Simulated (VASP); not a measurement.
A VASP calculation is set up with these files.

File KPOINTS:
```
Automatic mesh
0
Gamma
9 9 9
0 0 0
```

### INCAR
```
SYSTEM=ZrS
PREC=Accurate; ENCUT=400; LREAL=.False.
LASPH=.True.
EDIFF=1E-6; NELM=100; ALGO=Normal
LMAXMIX=4
ISMEAR=1; SIGMA=0.1
GGA=PS
IBRION=2; NSW=60; ISIF=3
EDIFFG=-0.01
LWAVE=.False.; LCHARG=.False.
```

### POSCAR
```
ZrS
1
    3.6400000000     0.0000000000     0.0000000000
    0.0000000000     3.6400000000     0.0000000000
    0.0000000000     0.0000000000     3.6400000000
Zr S
1 1
Direct
  0.0000000000   0.0000000000   0.0000000000
  0.5000000000   0.5000000000   0.5000000000
```

POTCAR, in this order: Zr_sv S (PBE.64 set). Program: vasp_std.

Q: Write an equivalent input for Quantum ESPRESSO's pw.x.

A: One equivalent input (not run):
```
&CONTROL
  calculation = 'vc-relax'
  pseudo_dir = './pseudo'
  outdir = './out'
  tprnfor = .true.
  tstress = .true.
  nstep = 60
  forc_conv_thr = 0.00039
/
&SYSTEM
  ibrav = 0
  nat = 2
  ntyp = 2
  ecutwfc = 66
  occupations = 'smearing'
  smearing = 'methfessel-paxton'
  degauss = 0.00735
  input_dft = 'pbesol'
/
&ELECTRONS
  conv_thr = 7.3e-08
  electron_maxstep = 100
/
&IONS
/
&CELL
/
ATOMIC_SPECIES
  Zr 91.224 Zr.upf
  S 32.060 S.upf
CELL_PARAMETERS angstrom
     3.6400000    0.0000000    0.0000000
     0.0000000    3.6400000    0.0000000
     0.0000000    0.0000000    3.6400000
ATOMIC_POSITIONS crystal
  Zr   0.0000000  0.0000000  0.0000000
  S    0.5000000  0.5000000  0.5000000
K_POINTS automatic
  9 9 9 0 0 0
```
The two are equivalent in intent, not identical: the potentials are each code's own (VASP's PAW set, PseudoDojo norm-conserving files in pw.x), so ENCUT and ecutwfc are chosen apart and not converted; conv_thr bounds pw.x's estimated SCF error, while EDIFF bounds the energy change between steps; forc_conv_thr acts on force components and is met together with etot_conv_thr.

The structure was generated: ZrS was put into the CsCl type type (Pm-3m), which need not be its known phase. This run relaxes it. Symmetry was kept, so distortions that lower it aren't found.
